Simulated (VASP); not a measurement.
```xyz
1
Lattice="0.0000 2.4750 2.4750 2.4750 0.0000 2.4750 2.4750 2.4750 0.0000" Properties=species:S:1:pos:R:3 pbc="T T T"
Pb     0.0000     0.0000     0.0000
```

Computed with r2SCAN meta-GGA, VASP's PBE PAW potentials (set 64) (plane waves; VASP). Run with 520 eV cut-off, 11×11×11 Γ-centred mesh, first-order Methfessel-Paxton smearing of 0.10 eV, potentials Pb_d.

Energy and stress use the plane-wave basis of the starting cell.

**Question.** The ions, cell shape and volume are relaxed. What does this cell relax into?

**Answer.** 
```xyz
1
Lattice="0.0000 2.4942 2.4942 2.4942 0.0000 2.4942 2.4942 2.4942 0.0000" Properties=species:S:1:pos:R:3 pbc="T T T"
Pb     0.0000     0.0000     0.0000
```
Space group Fm-3m (225), at a tolerance of 0.03 Å.

**Question.** How do energy and volume change from the first to the last step?

**Answer.** The energy (σ→0) changes by -2.6 meV/atom and the volume by +2.3 %, in 3 ionic steps.

The compound is Pb in the fcc structure. This run relaxes it. Symmetry was kept, so distortions that lower it aren't found.
